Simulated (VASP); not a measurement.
Consider the following.

```xyz
3
Lattice="0.0000 2.5592 2.5592 2.5592 0.0000 2.5592 2.5592 2.5592 0.0000" Properties=species:S:1:pos:R:3 pbc="T T T"
Zr     0.0000     0.0000     0.0000
O      1.2796     1.2796     1.2796
O      3.8388     3.8388     3.8388
```

These are PBE GGA, VASP's PBE PAW potentials (set 64) (plane waves; VASP 6.6.1) values and carry that method's errors. Run with 520 eV cut-off, 7×7×7 Γ-centred mesh, Gaussian smearing of 0.050 eV, potentials Zr_sv O.

Q: Estimate the energy per atom (σ→0).

A: 
```
Quantity                       Result
---------------------  --------------
energy per atom (σ→0)  -9.523 eV/atom
```

Total energies compare only between runs with the same potentials, cut-off and functional.

The compound is ZrO2 in the fluorite structure, the high-temperature cubic form, which is unstable at 0 K; the monoclinic form is the stable one. It was relaxed first.
